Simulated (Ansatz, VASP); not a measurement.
# Two plane-wave programs on Ta4O

The input INCAR:

```
  PREC = Accurate
  ENCUT = 520
  EDIFF = 1E-7
  ISMEAR = 0
  SIGMA = 0.1
  LREAL = F
  LASPH = T
  NELM = 80
  ALGO = Normal
  ISIF = 2
  LWAVE = F
  LCHARG = T
  GGA = PE
  LELF = T
  LVHAR = T
  NBANDS = 33
```

KPOINTS

```
regular mesh
0
Gamma
  6 6 4
```

The input POSCAR:

```
Ta4O
1.0
    3.2574970700      0.0000000000      0.0000000000
    0.0000000000      3.2574970700      0.0000000000
    0.0000000000      0.0000000000      7.4093408600
Ta O
4 1
Direct
    0.0000000000      0.0000000000      0.5000000000
    0.5000000000      0.5000000000      0.7831580000
    0.5000000000      0.5000000000      0.2168420000
    0.0000000000      0.0000000000      0.0000000000
    0.5000000000      0.5000000000      0.5000000000
```

Input for Ansatz:

```yaml
crystal:
  lattice:
    - [3.25749707, 0.0, 0.0]
    - [0.0, 3.25749707, 0.0]
    - [0.0, 0.0, 7.40934086]
  atoms:
    - { symbol: Ta, position: [0.0, 0.0, 0.5] }
    - { symbol: Ta, position: [0.5, 0.5, 0.783158] }
    - { symbol: Ta, position: [0.5, 0.5, 0.216842] }
    - { symbol: Ta, position: [0.0, 0.0, 0.0] }
    - { symbol: O, position: [0.5, 0.5, 0.5] }
basis:
  ecutwfc: 420
kpoints:
  mp_grid: { grid: [6, 6, 4] }
hamiltonian:
  xc: pbe
scf:
  occupations: { method: gaussian, width: 0.1 }
  lower_state_search: "off"
output:
  forces: true
  stress: true
  eigenvalues: true
```

Alike in both runs: task single point; functional PBE; k mesh 6 × 6 × 4; occupations gaussian, width 0.1 eV; no spin polarisation.

```csv
,VASP,Ansatz
version,VASP 6.6.1,Ansatz 0.2.0
potentials or method,"VASP PAW PBE potentials, release 64 (Ta_pv, O)","scalar-relativistic, plane waves, PAW"
plane-wave cutoff (eV),520,420
valence electrons in the cell,50,58
```

```tsv
	VASP	Ansatz	Ansatz less VASP
gap on the k mesh at the Fermi level (eV)	none	none	-
pressure (GPa)	-0.5	-0.7	-0.24
largest component of the traceless stress (GPa)	0.02	0.09	+0.066
rms of the force components (eV/Å)	0.041	0.054	+0.0125
```

Atom by atom the forces differ by 0.012 eV/Å (rms over components). A gap of «none» marks a metal or a gap that the smearing closes. The two sets of potentials don't hold the same shells in valence.

Spin-orbit coupling is left out, which matters for the levels of Ta.
